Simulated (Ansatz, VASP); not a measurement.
**Two plane-wave programs on NaMg2Si2**

```
Na Mg Si
1.0
     2.75036   -5.22213    0.00000
     2.75036    5.22213    0.00000
     0.00000    0.00000    5.77811
Na Mg Si
1 2 2
Direct
  0.50000 0.50000 0.50000
  0.75079 0.24921 0.00000
  0.24921 0.75079 0.00000
  0.50000 0.50000 0.00000
  0.00000 0.00000 0.00000
```

Alike in both runs: functional PBE; k mesh 8 × 8 × 8; occupations gaussian, width 0.1 eV; no spin polarisation.

Ansatz relaxed the structure, and its values are those at the end. VASP's run is a single point on that final structure, the one shown.

|  | VASP | Ansatz |
| --- | --- | --- |
| version | VASP 6.6.1 | Ansatz 0.2.0 |
| potentials or method | VASP PAW PBE potentials, release 64 (Na_pv, Mg, Si) | scalar-relativistic, plane waves, PAW |
| plane-wave cutoff (eV) | 520 | 420 |
| valence electrons in the cell | 19 | 37 |

|  | VASP | Ansatz | Ansatz less VASP |
| --- | --- | --- | --- |
| gap on the k mesh at the Fermi level (eV) | none | none | - |
| pressure (GPa) | 0.0 | 0.0 | +0.01 |

A gap of «none» marks a metal or a gap that the smearing closes. The two sets of potentials don't hold the same shells in valence.
